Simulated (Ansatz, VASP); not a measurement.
## Si in two plane-wave programs

Wanted: the spread between two codes on one cell, functional and k mesh. The cell is taken from a series of runs on this material, whose earlier steps may have relaxed, scaled, displaced or heated it; both programs get it as it stands.

Program: Ansatz 0.2.0. Level of theory: plane waves, with VASP 6.6.1 beside it; relaxation of cell and atoms at r2SCAN. Results are calculated unless marked as measured.

This is not the structure that Si takes at ambient pressure and room temperature (diamond type); it is a model or a phase of other conditions.

## Step 1: The structure

Symmetry: P6_3/mmc, No. 194, hexagonal system. Conventional cell: a = 3.840 Å, b = 3.840 Å, c = 6.271 Å, α = 90.00°, β = 90.00°, γ = 120.00°. Nearest to Si lie 4 Si at 2.35 Å.

Structure file:

```cif
data_structure
_symmetry_space_group_name_H-M 'P 1'
_symmetry_Int_Tables_number 1
_cell_length_a 3.8400
_cell_length_b 3.8400
_cell_length_c 6.2707
_cell_angle_alpha 90.000
_cell_angle_beta 90.000
_cell_angle_gamma 120.000
_cell_volume 80.08
loop_
_atom_site_label
_atom_site_type_symbol
_atom_site_fract_x
_atom_site_fract_y
_atom_site_fract_z
_atom_site_occupancy
Si1 Si 0.33333 0.66667 0.56250 1
Si2 Si 0.33333 0.66667 0.93750 1
Si3 Si 0.66667 0.33333 0.06250 1
Si4 Si 0.66667 0.33333 0.43750 1
```

## Step 2: Ansatz: relaxation of cell and atoms, r2SCAN, pair 1

Ansatz runs on its PAW soft_1 files.

The relaxed volume is the usual yardstick between codes: in a stiff, nearly cubic crystal its relative difference is about their pressure difference at one cell divided by the bulk modulus.

Input file input.yaml:

```yaml
crystal:
  lattice:
    - [3.84, 0.0, 0.0]
    - [-1.92, 3.32553755, 0.0]
    - [0.0, 0.0, 6.27069374]
  atoms:
    - { symbol: Si, position: [0.33333333, 0.66666667, 0.5625] }
    - { symbol: Si, position: [0.33333333, 0.66666667, 0.9375] }
    - { symbol: Si, position: [0.66666667, 0.33333333, 0.0625] }
    - { symbol: Si, position: [0.66666667, 0.33333333, 0.4375] }
kpoints:
  mp_grid: { grid: [10, 10, 6] }
scf:
  occupations: { method: fermi_dirac, width: 0.02 }
hamiltonian:
  xc: r2scan
  pseudopotentials: { kind: paw, azcp: { folder: soft_1 } }
basis:
  ecutwfc: 600
output:
  forces: true
  stress: true
relax:
  f_tol: 0.005
  max_steps: 70
  cell: { stress_tol: 0.02, p_target: 0 }
```

Started as:

```
$ ansatz run input.yaml --threads 4 --pin off --max-ram 10240MiB --backend cpu --events-out ev --progress --plain --runs-dir out
```

Numbers of over 12 decimals in the logs are rounded to 6 here.

Output:

```text
Engine: ansatz 0.2.0, aarch64-unknown-linux-gnu
Pseudopotentials: kind: paw
Pseudopotential: Si, paw, valence charge 4, recommended cutoff 500 eV (meta_gga), soft_1/Si.paw.azcp
Functional definition: r2SCAN
  parameter k0 = 0.174
  parameter k1 = 0.065
  parameter a1 = 4.9479
  exchange = r2scan_x(k0 = k0, k1 = k1, a1 = a1)
  correlation = r2scan_c
Crystal: 4 atoms, lattice volume = 80.077 Å³
Basis set: ecut = 600 eV, 2695 PW (Γ), exchange–correlation on 128×128×216 points (64 copies of the dense FFT grid, shifted against one another)
Bands: 12, of which v1, the nominal top of the filled ones, is band 8 counted from 1 (7 counted from 0)
Symmetry: 24 space group operations
Space group: P63/mmc (ITA 194), of the structure as read, at distance tolerance 4.3e-5 Å
k-points: 56 of 600
Non-local potential: Si, projectors of the file, l = 0: 2, l = 1: 2, l = 2: 1
PAW form: soft (Blöchl's): semilocal exchange-correlation on the pseudo side does not see the compensation charge
PAW frozen core: Si, regenerated for the run's functional (the file was generated under x = pbe(κ = 0.804, μ = 0.219515), c = pbe(β = 0.066725))
PAW one-centre angular grid: Si, 302 points (default); XC on 160 Gauss nodes
Initial density: superposition of atomic densities (chi_scale 0.1, normalization cell)
Initial wavefunctions: pseudopotential atomic-orbital guess
Functional: x = r2scan, c = r2scan; τ floored in thin density (d = 2e-4 eV/Å³)
SCF iter   1: F=—  HF=-2556.172560 eV  |F-HF|=—  |Δ(HF+E_count)|=         —  Δρ=4.61e-2  dr2=1.48e0  dr2_τ=2.70e-2  ethr=3.10e-3  ⟨swp⟩=7.8  Hψ=5514  notcnv=0
preconditioner: auto → none  [insulator: Δε(μ)=0.723 eV  Ē_g=8.527 eV  σ=0.020 eV  W_gap=1.00  n_scr=10 (ndim 8)  ℏωp=16.6 eV  f_vac=0.000  D(μ)=0.00/eV (n_scr^D=0)  ε∞_Penn≈4.8]
SCF iter   2: F=—  HF=-2556.170020 eV  |F-HF|=—  |Δ(HF+E_count)|=   2.54e-3  Δρ=2.22e-2  dr2=3.03e-1  dr2_τ=8.49e-4  ethr=3.10e-3  ⟨swp⟩=3.0  Hψ=1780  notcnv=0
SCF iter   3: F=—  HF=-2556.207935 eV  |F-HF|=—  |Δ(HF+E_count)|=   3.79e-2  Δρ=1.54e-3  dr2=1.18e-3  dr2_τ=9.25e-6  ethr=1.89e-3  ⟨swp⟩=2.0  Hψ=896  notcnv=0
SCF iter   4: F=—  HF=-2556.208667 eV  |F-HF|=—  |Δ(HF+E_count)|=   7.32e-4  Δρ=1.78e-4  dr2=1.75e-5  dr2_τ=2.29e-7  ethr=7.39e-6  ⟨swp⟩=2.2  Hψ=1317  notcnv=0
SCF iter   5: F=—  HF=-2556.208678 eV  |F-HF|=—  |Δ(HF+E_count)|=   1.11e-5  Δρ=2.43e-5  dr2=7.04e-7  dr2_τ=7.38e-9  ethr=1.10e-7  ⟨swp⟩=2.0  Hψ=1118  notcnv=0
SCF iter   6: F=-2556.208678 eV  HF=-2556.208678 eV  |F-HF|=1.00e-8  |Δ(HF+E_count)|=   2.15e-7  Δρ=5.04e-6  dr2=2.83e-8  dr2_τ=2.05e-10  ethr=6.25e-10  ⟨swp⟩=5.0  Hψ=2516  notcnv=0
SCF 1 converged in 6 iterations: F = -2556.208678 eV  dr2 = 2.83e-8
  greatest PAW one-centre occupation: 0.629 electrons in one spin orbital (limit 2), on the Si atom at site 3 (counted from 0), in its partial waves of l = 0
relax step   1: F+E_penalty+E_count = -2556.20867754 eV  Δ(F+E_penalty+E_count) = +0.000e0 eV  max|allowed force component| = 4.406e-2 eV/Å  Δτ_max = 0.0000 Å  P = +0.726 GPa  Ω = 80.077 Å³  (6 SCF iters, dr2 threshold 1.00e-7 eV, accepted)
[...]
relax step   2: F+E_penalty+E_count = -2556.21222388 eV  Δ(F+E_penalty+E_count) = -3.546e-3 eV  max|allowed force component| = 1.397e-1 eV/Å  Δτ_max = 0.0116 Å  P = +0.069 GPa  Ω = 80.548 Å³  energy of the carried Pulay correction = -3.365e-5 eV  (4 SCF iters, dr2 threshold 4.00e-7 eV, accepted)
[...]
relax step   3: F+E_penalty+E_count = -2556.21557885 eV  Δ(F+E_penalty+E_count) = -3.355e-3 eV  max|allowed force component| = 3.660e-2 eV/Å  Δτ_max = 0.0068 Å  P = +0.074 GPa  Ω = 80.577 Å³  energy of the carried Pulay correction = -3.567e-5 eV  (4 SCF iters, dr2 threshold 4.00e-7 eV, accepted)
[...]
relax step   4: F+E_penalty+E_count = -2556.21568017 eV  Δ(F+E_penalty+E_count) = -1.013e-4 eV  max|allowed force component| = 9.874e-3 eV/Å  Δτ_max = 0.0010 Å  P = +0.013 GPa  Ω = 80.630 Å³  energy of the carried Pulay correction = -3.948e-5 eV  (3 SCF iters, dr2 threshold 1.14e-7 eV, accepted)
[...]
relax step   5: F+E_penalty+E_count = -2556.21568924 eV  Δ(F+E_penalty+E_count) = -9.061e-6 eV  max|allowed force component| = 7.137e-5 eV/Å  Δτ_max = 0.0003 Å  P = +0.000 GPa  Ω = 80.641 Å³  energy of the carried Pulay correction = -4.028e-5 eV  (3 SCF iters, dr2 threshold 1.45e-8 eV, accepted)
[...]
relax step   6: F+E_penalty+E_count = -2556.21573196 eV  Δ(F+E_penalty+E_count) = -4.272e-5 eV  max|allowed force component| = 1.718e-5 eV/Å  Δτ_max = 0.0000 Å  P = +0.000 GPa  Ω = 80.641 Å³  stress off target by 2.51e-3 GPa  SCF on the basis re-selected at this cell (its energy is not comparable with the rows above)  (4 SCF iters)
basis re-selected at this cell: Δ(F+E_penalty+E_count) = -4.272e-5 eV, ΔP = +0.000 GPa vs the last step (what re-selecting the basis moved, of the pressure what is left beyond the Pulay correction that the steps carried, after the strain that the cell walked since its last selection, with what the two solves' SCF thresholds leave and, on support functions, any second-order correction that the steps lacked; it is no m [...]
SCF converged after 4 iterations
Free energy (F): -2556.215732 eV
Harris-Foulkes:  -2556.215732 eV  (|F-HF|=4.55e-13)
Internal energy: -2556.215732 eV  (E = F + TS)
E sigma→0 (E₀):  -2556.215732 eV
Fermi energy:    6.643470 eV
--- Per-component energies (eV) ---
  E_band       = 12.725350
  E_kinetic    = 162.620735
  E_local      = -97.982571  (includes V_loc(G=0)·N_el)
  E_nonlocal   = 88.409309
  E_hartree    = 30.543372
  E_xc         = -210.574002
  E_vxc        = -202.840196  (∫ρ·V_xc dr)
  E_paw        = -2073.525548  (= ΣΔE_a)
  E_vpaw       = -6.430544  (= ΣTr[D̂ρ^β])
  E_aug_tail   = 0.000034  (compensation charges beyond the density's cutoff)
  E_vtau       = 7.861830  (kinetic-family band-sum trace: ∫τ·v_τ [+ j·A + Jᵃ·Aᵃ] dr)
  E_ewald      = -455.401328
  E_core_change = -0.305732  (= ΣΔE_core)
  E_smearing   = -0.000000  (= −TS)
  E_closure    = -0.000000  (closes the sum)
  Σ components = -2556.215732   (vs F -2556.215732, Δ=0.00e0)
--- Forces (eV/Å), atoms counted from 1 ---
  atom   1  Si     0.00000000     0.00000000    -0.00001718
  atom   2  Si    -0.00000000     0.00000000     0.00001718
  atom   3  Si     0.00000000    -0.00000000    -0.00001718
  atom   4  Si     0.00000000     0.00000000     0.00001718
  max |Σ_I F_I| component: 3.70e-17 eV/Å
--- Stress (GPa, compression-positive) ---
       -0.000944      -0.000000       0.000000
       -0.000000      -0.000944       0.000000
        0.000000       0.000000       0.002507
  P = ⅓ Tr σ = 0.0002 GPa (0.002 kbar)
--- Relaxed structure (5 steps of the walk, 5 accepted, 1 SCFs on fresh bases) ---
  F+E_penalty+E_count = -2556.21573196 eV   max|allowed force component| = 1.718e-5 eV/Å   (the final SCF, on the basis selected at the relaxed cell)
  cell:  # Å, volume = 80.6413 Å³
    - [3.831954, 0, 0]
    - [-1.915977, 3.318570, 0]
    - [0, 0, 6.341413]
  atoms:
    - { symbol: Si, position: [0.333333, 0.666667, 0.563070] }
    - { symbol: Si, position: [0.333333, 0.666667, 0.936930] }
    - { symbol: Si, position: [0.666667, 0.333333, 0.063070] }
    - { symbol: Si, position: [0.666667, 0.333333, 0.436930] }
```

The column dr2 measures how far the density is from self-consistency, as an energy; F and HF (Harris–Foulkes) agree once it is small.

## Step 3: VASP: relaxation of cell and atoms, r2SCAN, pair 1

The same cell, functional, mesh and smearing now go to VASP, with its own data sets.

Lines of VASP's logs that name or quote its potential files are left out, and so is its time.

Input file INCAR:

```
SYSTEM = Si
PREC = Accurate
ENCUT = 550
EDIFF = 1E-07
NELM = 120
ISMEAR = -1
SIGMA = 0.02
LREAL = .FALSE.
ALGO = Normal
METAGGA = R2SCAN
LASPH = .TRUE.
NBANDS = 14
LORBIT = 11
LWAVE = .FALSE.
LCHARG = .FALSE.
ISIF = 3
IBRION = 2
NSW = 80
EDIFFG = -0.005
GGA_COMPAT = .FALSE.
NELMIN = 4
EFERMI = MIDGAP
LMIXTAU = .TRUE.
KPAR = 2
```

Input file POSCAR:

```
Si
1.0
    3.8400000000      0.0000000000      0.0000000000
   -1.9200000000      3.3255375500      0.0000000000
    0.0000000000      0.0000000000      6.2706937400
Si
4
Direct
    0.3333333433      0.6666666767      0.5625000000
    0.3333333433      0.6666666767      0.9375000000
    0.6666666767      0.3333333433      0.0625000000
    0.6666666767      0.3333333433      0.4375000000
```

Input file KPOINTS:

```
Automatic mesh
0
Gamma
10 10 6
0 0 0
```

Potentials, in the order of the species: Si (PBE family, release 64).

Started as:

```
$ mpirun -np 2 vasp_std
```

Output:

```text
[banner, memory and clock lines left out]
running    2 mpi-ranks, on    1 nodes
 distrk:  each k-point on    1 cores,    2 groups
 distr:  one band on    1 cores,    1 groups

 POSCAR found type information on POSCAR Si
 POSCAR found :  1 types and       4 ions
|                                                                             |
|               ----> ADVICE to this user running VASP <----                  |
|                                                                             |
|     You enforced a specific xc type in the INCAR file but a different       |
|     [... a line on the potential file left out ...]
|     I HOPE YOU KNOW WHAT YOU ARE DOING!                                     |
|                                                                             |

 LDA part: xc-table for (None), standard interpolation
 POSCAR, INCAR and KPOINTS ok, starting setup
 FFT: planning ... GRIDC
 FFT: planning ... GRID_SOFT
 FFT: planning ... GRID
 WAVECAR not read
 entering main loop
       N       E                     dE             d eps       ncg     rms          rms(c)
DAV:   1     0.158469616658E+02    0.15847E+02   -0.64624E+03  1568   0.101E+03
DAV:   2    -0.351362744733E+02   -0.50983E+02   -0.46540E+02  2108   0.136E+02
DAV:   3    -0.373530514764E+02   -0.22168E+01   -0.21864E+01  2092   0.267E+01
DAV:   4    -0.373828001966E+02   -0.29749E-01   -0.29737E-01  1844   0.396E+00
DAV:   5    -0.373833310721E+02   -0.53088E-03   -0.53078E-03  2058   0.501E-01    0.854E+00
DAV:   6    -0.354730812427E+02    0.19102E+01   -0.22557E-01  1778   0.342E+00    0.580E+00
DAV:   7    -0.345472807827E+02    0.92580E+00   -0.23416E-01  1580   0.417E+00    0.291E-01
DAV:   8    -0.350173073154E+02   -0.47003E+00   -0.19738E-01  1730   0.335E+00    0.349E-01
DAV:   9    -0.347744419171E+02    0.24287E+00   -0.73439E-02  1574   0.215E+00    0.269E-01
DAV:  10    -0.349702286124E+02   -0.19579E+00   -0.51461E-02  1580   0.193E+00    0.190E-01
DAV:  11    -0.350271571043E+02   -0.56928E-01   -0.12438E-02  1646   0.121E+00    0.630E-02
DAV:  12    -0.350336631824E+02   -0.65061E-02   -0.89395E-04  2072   0.292E-01    0.475E-02
DAV:  13    -0.350381657548E+02   -0.45026E-02   -0.31517E-04  1652   0.191E-01    0.502E-02
DAV:  14    -0.350411049309E+02   -0.29392E-02   -0.10705E-03  1622   0.347E-01    0.119E-02
DAV:  15    -0.350413893247E+02   -0.28439E-03   -0.91047E-05  1952   0.906E-02    0.727E-03
DAV:  16    -0.350413585841E+02    0.30741E-04   -0.80535E-06  1790   0.231E-02    0.759E-03
DAV:  17    -0.350413556981E+02    0.28860E-05   -0.92638E-07  1802   0.102E-02    0.816E-03
DAV:  18    -0.350414206726E+02   -0.64975E-04   -0.25490E-05  1598   0.483E-02    0.934E-03
DAV:  19    -0.350414292967E+02   -0.86241E-05   -0.38983E-06  1772   0.196E-02    0.636E-03
DAV:  20    -0.350414293237E+02   -0.26993E-07   -0.26022E-07  1850   0.338E-03
   1 F= -.35041429E+02 E0= -.35041429E+02  d E =-.350414E+02
[...]
2 F= -.35044456E+02 E0= -.35044456E+02  d E =-.302664E-02
[...]
3 F= -.35046713E+02 E0= -.35046713E+02  d E =-.528335E-02
[...]
4 F= -.35047727E+02 E0= -.35047727E+02  d E =-.101425E-02
[...]
5 F= -.35047753E+02 E0= -.35047753E+02  d E =-.104012E-02
[...]
6 F= -.35047764E+02 E0= -.35047764E+02  d E =-.116375E-04
 trial-energy change:   -0.000012  1 .order   -0.000009   -0.000056    0.000038
 step:   0.6036(harm=  0.5713)  dis= 0.00001  next Energy=   -35.047771 (dE=-0.185E-04)
 bond charge predicted
       N       E                     dE             d eps       ncg     rms          rms(c)
DAV:   1    -0.350477735506E+02   -0.90448E-05   -0.87615E-05  1826   0.517E-02    0.106E-02
DAV:   2    -0.350477727447E+02    0.80588E-06   -0.35082E-06  1928   0.117E-02    0.713E-03
DAV:   3    -0.350477715690E+02    0.11758E-05   -0.20044E-06  1796   0.832E-03    0.181E-03
DAV:   4    -0.350477716195E+02   -0.50583E-07   -0.20733E-07  1440   0.368E-03
   7 F= -.35047772E+02 E0= -.35047772E+02  d E =-.188228E-04
 curvature:  -0.29 expect dE=-0.106E-06 dE for cont linesearch -0.838E-07
 trial: gam= 0.00000 g(F)=  0.364E-07 g(S)=  0.330E-06 ort =-0.418E-05 (trialstep = 0.884E+00)
 search vector abs. value=  0.366E-06
 reached required accuracy - stopping structural energy minimisation
```

From OUTCAR (step 3):

```text
ion  position               nearest neighbor table
   1  0.333  0.667  0.562-   4 2.35   2 2.35   4 2.35   4 2.35
   2  0.333  0.667  0.938-   3 2.35   1 2.35   3 2.35   3 2.35
   3  0.667  0.333  0.062-   2 2.35   4 2.35   2 2.35   2 2.35
   4  0.667  0.333  0.438-   1 2.35   3 2.35   1 2.35   1 2.35

  LATTYP: Found a hexagonal cell.
 ALAT       =     3.8400000000
 C/A-ratio  =     1.6329931615

 Subroutine GETGRP returns: Found 24 space group operations
 (whereof 12 operations were pure point group operations)

The static configuration has the point symmetry D_3d.
 The point group associated with its full space group is D_6h.

 Found     56 irreducible k-points:

   k-points           NKPTS =     56   k-points in BZ     NKDIM =     56   number of bands    NBANDS=     14

   dimension x,y,z NGX =    30 NGY =   30 NGZ =   48
   dimension x,y,z NGXF=    60 NGYF=   60 NGZF=   96

   ENCUT  =  550.0 eV  40.42 Ry    6.36 a.u.   7.34  7.34 11.99*2*pi/ulx,y,z

   NELECT =      16.0000    total number of electrons

 k-points in reciprocal lattice and weights: Automatic mesh
   0.00000000  0.00000000  0.00000000       0.002
   0.10000000  0.00000000  0.00000000       0.010
   0.20000000  0.00000000  0.00000000       0.010
   0.30000000 -0.00000000  0.00000000       0.010
   0.40000000 -0.00000000  0.00000000       0.010
   0.50000000  0.00000000  0.00000000       0.005
   0.10000000  0.10000000  0.00000000       0.010
   0.20000000  0.10000000  0.00000000       0.020
   0.30000000  0.10000000  0.00000000       0.020
[...]
0.40000000  0.20000000  0.50000000       0.010
   0.30000000  0.30000000  0.50000000       0.010

 average (electrostatic) potential at core
       1 -86.2324       2 -86.2324       3 -86.2324       4 -86.2324

 E-fermi :   6.2670

 k-point     1 :       0.0000    0.0000    0.0000
  band No.  band energies     occupation
    ...
      4       4.3555      2.00000
      5       4.3555      2.00000
      6       5.5830      2.00000
      7       5.9623      2.00000
      8       5.9623      2.00000
      9       7.3457      0.00000
     10       8.1347      0.00000
     11       8.1347      0.00000
     12       8.5148      0.00000
     13      10.0743      0.00000
    ...

 k-point     2 :       0.1000    0.0000    0.0000
  band No.  band energies     occupation
    ...
      4       3.4331      2.00000
      5       4.1083      2.00000
      6       5.1101      2.00000
      7       5.4025      2.00000
      8       5.7372      2.00000
      9       7.7128      0.00000
     10       8.5065      0.00000
     11       8.5757      0.00000
     12       8.6388      0.00000
     13      10.0944      0.00000
    ...

 k-point     3 :       0.2000    0.0000    0.0000
  band No.  band energies     occupation
    ...
      4       1.9651      2.00000
      5       3.5218      2.00000
      6       3.6089      2.00000
      7       4.8735      2.00000
      8       5.2702      2.00000
      9       7.4035      0.00000
     10       8.9870      0.00000
     11       9.1790      0.00000
     12       9.5865      0.00000
     13       9.9388      0.00000
    ...

  Total        0.0029202      0.0029202      0.0032047      0.0000000     -0.0000000      0.0000000
  in kB        0.0581522      0.0581522      0.0638179      0.0000000     -0.0000000      0.0000000
  external PRESSURE =       0.0600408 kB  Pullay stress =       0.0000000 kB

  energy-cutoff  :      550.00
  volume of cell :       80.46
      direct lattice vectors                 reciprocal lattice vectors
     3.829100001  0.000000000 -0.000000000     0.261157974  0.150779627  0.000000000
    -1.914550000  3.316097874 -0.000000000    -0.000000000  0.301559254 -0.000000000
    -0.000000000  0.000000000  6.336220770     0.000000000  0.000000000  0.157822784

 POSITION                                       TOTAL-FORCE (eV/Angst)
 -----------------------------------------------------------------------------------
      0.00000      2.21073      3.56768        -0.000000      0.000000      0.000434
      0.00000      2.21073      5.93666         0.000000     -0.000000     -0.000434
      1.91455      1.10537      0.39956        -0.000000      0.000000      0.000434
      1.91455      1.10537      2.76855         0.000000     -0.000000     -0.000434
 -----------------------------------------------------------------------------------
    total drift:                               -0.000002     -0.000003     -0.000000

  FREE ENERGIE OF THE ION-ELECTRON SYSTEM (eV)
  ---------------------------------------------------
  free  energy   TOTEN  =       -35.0477716195 eV

  energy  without entropy=      -35.0477716185  energy(sigma->0) =      -35.04777162

 reached required accuracy - stopping structural energy minimisation

 total charge
# of ion       s       p       d       tot
------------------------------------------
    1        0.744   0.962   0.000   1.706
    2        0.744   0.962   0.000   1.706
    3        0.744   0.962   0.000   1.706
    4        0.744   0.962   0.000   1.706
--------------------------------------------------
tot          2.978   3.847   0.000   6.825

[... 3 further parts left out ...]
```

## Step 4: Side by side

Known differences besides the potentials themselves: VASP keeps PBE cores, Ansatz makes them for the functional; the cutoff is 600 eV in Ansatz and 550 eV in VASP; Ansatz adds a Pulay correction to the stress that steers its cell, VASP none. Total energies have different zeros and are not compared.

Both answers:

```
                                         quantity  Ansatz   VASP  difference
                                      volume (Å³)   80.64  80.46     +0.23 %
edge a after relaxation, in the typed setting (Å)   3.832  3.829     +0.08 %
edge c after relaxation, in the typed setting (Å)   6.341  6.336     +0.08 %
```

[end of part 1 of 2]

[Lines on the potential files, build, host, timing and source positions are cut from VASP's logs without a mark.]

[Logs are printed without paths, hosts, clocks, repeated set-up lines and the standing remarks that a program may print on its own settings, such as how far it seeks lower states.]

[Hosts, paths, dates, database ids (printed as entryN), source tags and the programs' standing remarks are cut or masked in the printed files.]
